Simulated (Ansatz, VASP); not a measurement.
# YS in two plane-wave programs, part 2 of 2

One calculation is typed for both programs; each brings its own data sets. How far apart do they land? The cell is taken from a series of runs on this material, whose earlier steps may have relaxed, scaled, displaced or heated it; both programs get it as it stands.

VASP 6.6.1 and Ansatz 0.2.0.

So far: The structure; Ansatz: relaxation of cell and atoms, PBEsol; VASP: relaxation of cell and atoms, PBEsol; Side by side.

### 5. VASP: zone-centre phonons, PBEsol

Level of this step: PBEsol; plane waves and PAW (Y_sv, S) (VASP).

Second derivatives magnify differences that forces hide, and they need a tight electronic threshold.

INCAR reads:

```
SYSTEM = YS
PREC = Accurate
ENCUT = 500
EDIFF = 1E-08
NELM = 120
ISMEAR = 1
SIGMA = 0.15
LREAL = .FALSE.
ALGO = Normal
GGA = PS
NBANDS = 14
LASPH = .TRUE.
LORBIT = 11
LWAVE = .FALSE.
LCHARG = .FALSE.
ISIF = 2
IBRION = 8
GGA_COMPAT = .FALSE.
KPAR = 2
```

POSCAR reads:

```
YS
1.0
    0.0000000000      2.7293379418      2.7293379418
    2.7293379418      0.0000000000      2.7293379418
    2.7293379418      2.7293379418      0.0000000000
Y S
1 1
Direct
    0.5000000000      0.5000000000      0.5000000000
    0.0000000000      0.0000000000      0.0000000000
```

KPOINTS reads:

```
Automatic mesh
0
Gamma
12 12 12
0 0 0
```

The projector-augmented-wave data sets are Y_sv and S (PBE family, release 64).

On the command line:

```sh
$ mpirun -np 2 vasp_std
```

Numbers of over 12 decimals in the logs are rounded to 6 here.

The log of the run:

```text
[banner, memory and clock lines left out]
running    2 mpi-ranks, on    1 nodes
[...]
[... a notice as in an earlier step ...]

 LDA part: xc-table for (Slater+PW92), standard interpolation
 POSCAR, INCAR and KPOINTS ok, starting setup
[...]
entering main loop
       N       E                     dE             d eps       ncg     rms          rms(c)
DAV:   1     0.554968907779E+02    0.55497E+02   -0.78315E+03  2016   0.106E+03
DAV:   2    -0.124057471789E+02   -0.67903E+02   -0.64429E+02  2622   0.225E+02
DAV:   3    -0.161372502823E+02   -0.37315E+01   -0.37091E+01  3298   0.404E+01
DAV:   4    -0.162246409764E+02   -0.87391E-01   -0.87305E-01  2316   0.583E+00
[...]
DAV:  15    -0.154791103062E+02    0.26713E-07   -0.30434E-08  2170   0.142E-03    0.189E-03
DAV:  16    -0.154791102889E+02    0.17257E-07   -0.41483E-09  1086   0.508E-04    0.633E-04
DAV:  17    -0.154791102857E+02    0.32376E-08   -0.18973E-09  1050   0.314E-04
   1 F= -.15479110E+02 E0= -.15479641E+02  d E =0.159314E-02
[...]
RMM:  29    -0.272443182193E+00    0.87933E-07   -0.81451E-08 10268   0.402E-05    0.177E-05
RMM:  30    -0.272443137939E+00    0.44253E-07   -0.70888E-08  9267   0.340E-05    0.821E-06
RMM:  31    -0.272443131516E+00    0.64231E-08   -0.55182E-08  5882   0.286E-05    0.441E-06
 first order change of Fermi-energy   0.93980E-04
 force on displaced ion       1 direction 1 :  -7.817   0.000   0.000
 Linear response progress:
  Degree of freedom:   2/  2
       N       E                     dE             d eps       ncg     rms          rms(c)
RMM:   1    -0.121494241610E+00   -0.12149E+00   -0.12816E-01 10872   0.185E+00
RMM:   2    -0.105883262449E+00    0.15611E-01   -0.81630E-03  8510   0.501E-01    0.365E-01
RMM:   3    -0.106418710510E+00   -0.53545E-03   -0.73388E-04  8771   0.144E-01    0.208E-01
RMM:   4    -0.107099696907E+00   -0.68099E-03   -0.22568E-04  8553   0.692E-02    0.222E-02
[...]
RMM:  13    -0.107010777400E+00    0.17255E-07    0.24321E-07 10116   0.226E-05    0.971E-06
RMM:  14    -0.107010766039E+00    0.11360E-07   -0.54372E-08 10066   0.116E-05    0.178E-06
RMM:  15    -0.107010765496E+00    0.54348E-09   -0.74333E-09  8165   0.573E-06    0.923E-07
 first order change of Fermi-energy   0.30013E-04
 force on displaced ion       2 direction 1 :  -7.815   0.000   0.000
 Linear response finished
```

OUTCAR, selected parts (step 5):

```text
  Total       -0.0140156     -0.0140156     -0.0140156     -0.0000000     -0.0000000      0.0000000
  in kB       -0.5522307     -0.5522307     -0.5522307     -0.0000000     -0.0000000      0.0000000
  external PRESSURE =      -0.5522307 kB  Pullay stress =       0.0000000 kB

 POSITION                                       TOTAL-FORCE (eV/Angst)
 -----------------------------------------------------------------------------------
      2.72934      2.72934      2.72934        -0.000000     -0.000000     -0.000000
      0.00000      0.00000      0.00000         0.000000      0.000000      0.000000
 -----------------------------------------------------------------------------------
    total drift:                                0.000000      0.000000      0.000000

[... 1 part as in an earlier step ...]

[... 1 further part left out ...]
```

### 6. Ansatz: zone-centre phonons, PBEsol

The same cell, functional, mesh and smearing now go to Ansatz, which takes its cutoff from its data sets.

The cell is taken from a series of runs on this material, whose earlier steps may have relaxed, scaled, displaced or heated it; both programs get it as it stands.

input.yaml reads:

```yaml
crystal:
  lattice:
    - [0.0, 2.7293379418, 2.7293379418]
    - [2.7293379418, 0.0, 2.7293379418]
    - [2.7293379418, 2.7293379418, 0.0]
  atoms:
    - { symbol: "Y", position: [0.5, 0.5, 0.5] }
    - { symbol: S, position: [0.0, 0.0, 0.0] }
kpoints:
  mp_grid: { grid: [12, 12, 12] }
hamiltonian:
  xc: pbesol
  pseudopotentials: { kind: nc }
scf:
  occupations: { method: methfessel_paxton, width: 0.15 }
output:
  eigenvalues: true
phonons:
  method: dfpt
```

On the command line:

```sh
$ ansatz run input.yaml --threads 4 --pin off --max-ram 7168MiB --backend cpu --events-out ev --progress --plain --runs-dir out
```

The log of the run:

```text
[...]
Crystal: 2 atoms, lattice volume = 40.663 Å³
Basis set: ecut = 979.609905 eV, 2741 PW (Γ), exchange–correlation on 80×80×80 points (8 copies of the dense FFT grid, shifted against one another)
Bands: 13, of which v1, the nominal top of the filled ones, is band 9 counted from 1 (8 counted from 0)
Symmetry: 48 space group operations
k-points: 163 of 1728 (irreducible under 8 space group operations, time reversal used)
[...]
k mesh reduced under 8 symmetry operations, with k and −k counted as one. Each operation leaves every solved perturbation unchanged. A smaller set is not used because it would not reduce the number of displacements times k-points to solve
  ASR residual: 3.575e-5 → 0.000e0 eV/Å²; symmetrization residual: 2.923e-6 eV/Å²
  ASR residual per site (eV/Å²): 3.57e-5 1.98e-6
  Γ frequencies (cm⁻¹): 0.00 0.00 0.00 300.10 300.10 300.10
  non-analytic LO–TO correction: not included (Born effective charges unavailable; polar crystals: no LO–TO splitting at Γ)
[key lines of the parts left out:]
SCF converged after 9 iterations
Free energy (F): -1413.801400 eV
Fermi energy:    12.709649 eV
```

### 7. Side by side

Both answers:

```
                  quantity  Ansatz   VASP  difference
optical mode 1 to 3 (cm⁻¹)   300.1  300.3     -0.07 %
```

Modes are paired by rising frequency, not by their patterns, so a pair may set unlike modes beside each other; they are those without the splitting of longitudinal modes.

### 8. What came out

```yaml
difference_in_volume_relaxation_of_cell_and_atoms_pbesol: 0.055 %
r_m_s_difference_of_the_optical_zone_centre_modes_each_program_s_sorted_by_frequency_zone_centre_phonons_pbesol: 0.20 cm⁻¹
```

What this shows: The difference in volume is 0.055 % (relaxation of cell and atoms, PBEsol), within the 1.2 % picked in this series as the mark of a large difference, as far as the stopping tolerances let one tell. Such differences can come from data sets, numerical settings and the points named under the comparisons, not from the functional's error against experiment.

[Lines on the potential files, build, host, timing and source positions are cut from VASP's logs without a mark.]

[Logs are printed without paths, hosts, clocks, repeated set-up lines and the standing remarks that a program may print on its own settings, such as how far it seeks lower states.]

[Hosts, paths, dates, database ids (printed as entryN), source tags and the programs' standing remarks are cut or masked in the printed files.]
